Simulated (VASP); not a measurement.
VASP input:

POSCAR:
```
Ni3Fe
1.0
  3.4068608173   0.0000000000   0.0000000000
  0.0000000000   3.4068608173   0.0000000000
  0.0000000000   0.0000000000   3.4068608173
Fe Ni
1 3
Cart
  0.0000000000   0.0000000000   0.0000000000
  0.0000000000   1.7034304087   1.7034304087
  1.7034304087   0.0000000000   1.7034304087
  1.7034304087   1.7034304087   0.0000000000
```

**INCAR**
```
SYSTEM = Ni3Fe
PREC = Accurate
ENCUT = 500
EDIFF = 1E-6
NELM = 100
ALGO = Normal
LREAL = .FALSE.
LASPH = .TRUE.
ISMEAR = 1
SIGMA = 0.1
GGA = PE
LMAXMIX = 4
ISPIN = 2
MAGMOM = 2.9 0.6 0.6 0.6
LORBIT = 10
LWAVE = .FALSE.
LCHARG = .FALSE.
IBRION = 2
ISIF = 3
NSW = 40
EDIFFG = -0.02
PSTRESS = 450
```

### KPOINTS
```
Automatic mesh
0
Gamma
9 9 9
0 0 0
```

POTCAR, in this order: Fe Ni (PBE.64 set). Program: vasp_std.

**Question.** Write an equivalent input for Ansatz.

**Answer.** One equivalent input (not run):
Ansatz 0.2 input:
```yaml
crystal:
  lattice:
    - [3.4068608, 0.0000000, 0.0000000]
    - [0.0000000, 3.4068608, 0.0000000]
    - [0.0000000, 0.0000000, 3.4068608]
  atoms:
    - { symbol: Fe, position: [0.0000000, 0.0000000, 0.0000000], spin: 2.9 }
    - { symbol: Ni, position: [0.0000000, 0.5000000, 0.5000000], spin: 0.6 }
    - { symbol: Ni, position: [0.5000000, 0.0000000, 0.5000000], spin: 0.6 }
    - { symbol: Ni, position: [0.5000000, 0.5000000, 0.0000000], spin: 0.6 }
kpoints:
  mp_grid: { grid: [9, 9, 9] }
hamiltonian:
  xc: pbe
  pseudopotentials: { kind: paw }
magnetization: { spin_polarized: true }
scf:
  occupations: { method: methfessel_paxton, width: 0.1 }
  max_iter: 100
relax:
  max_steps: 40
  f_tol: 0.02
  cell: { p_target: 45 }
output: { forces: true, stress: true, eigenvalues: true }
```
What does not carry over: each code has its own PAW files, so the cut-off isn't converted (ENCUT is set for VASP's; basis.ecutwfc is left out, and Ansatz then takes the one that its files recommend); Ansatz stops its SCF on the density residual and VASP on the energy change (EDIFF).

The compound is Ni3Fe in the L1_2 structure. This run relaxes it under an external pressure of 45 GPa. Symmetry was kept, so distortions that lower it aren't found.
